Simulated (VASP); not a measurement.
Calculation: PBEsol GGA, VASP's PBE PAW potentials (set 64) (plane waves; VASP).

The input files of a VASP run:

INCAR:
```
# general
SYSTEM  = BiN
PREC    = Accurate
ENCUT   = 400
LREAL   = .FALSE.
LASPH   = .TRUE.

# electronic loop
EDIFF   = 1E-6
NELM    = 100
ALGO    = Normal
LMAXMIX = 4

# smearing
ISMEAR  = 0
SIGMA   = 0.272

# functional
GGA     = PS

# ions
ISIF    = 2

# output
LWAVE   = .FALSE.
LCHARG  = .FALSE.
```

File POSCAR:
```
BiN
1
    2.9680490000     0.0000000000     0.0000000000
    0.0000000000     2.9680490000     0.0000000000
    0.0000000000     0.0000000000     2.9680490000
Bi N
1 1
Direct
 -0.0261650000  -0.0017880000   0.0174440000
  0.5261650000   0.5017880000   0.4825560000
```

### KPOINTS
```
Regular mesh
0
Gamma
  7 7 7
```

POTCAR, in this order: Bi_d N (PBE.64 set). Program: vasp_std.

At this cut-off the stress carries a Pulay error, which pulls relaxed volumes low. Unless said otherwise, spin-orbit coupling is left out, though it shifts the bands of the heavy elements here.

Problem. Estimate the energy per atom (σ→0), pressure, largest force, band gap (on the k-mesh).

Solution. 
| Property | Result |
|---|---|
| energy per atom (σ→0) | -5.029 eV/atom |
| band gap (on the k-mesh) | none (metal, semimetal or under 0.01 eV) |
| pressure | 31.17 GPa |
| largest force | 0.245 eV/Å |

**OSZICAR**
```
...
DAV:   7    -0.100891323531E+02    0.15354E+00   -0.11025E+00  5434   0.790E+00    0.157E+00
DAV:   8    -0.100769946209E+02    0.12138E-01   -0.14219E-01  4912   0.345E+00    0.109E+00
DAV:   9    -0.100710714444E+02    0.59232E-02   -0.99059E-03  5296   0.904E-01    0.253E-01
DAV:  10    -0.100713906324E+02   -0.31919E-03   -0.22961E-03  5302   0.373E-01    0.292E-01
DAV:  11    -0.100710379206E+02    0.35271E-03   -0.96604E-04  5098   0.218E-01    0.120E-02
DAV:  12    -0.100710364137E+02    0.15070E-05   -0.15671E-05  6046   0.432E-02    0.773E-03
DAV:  13    -0.100710365041E+02   -0.90432E-07   -0.21160E-07  3116   0.632E-03
   1 F= -.10071037E+02 E0= -.10058402E+02  d E =-.252689E-01
```

The structure was generated: BiN was put into an ordered model structure, which need not be its known phase. The cell was not relaxed at this level, atoms are displaced from their ideal sites. The k-mesh is coarse (spacing up to 0.30 per Å, 2π included), so the numbers may not be converged in it. The run is one of a series of settings (GGA = PS against the base run), some of them coarse on purpose.
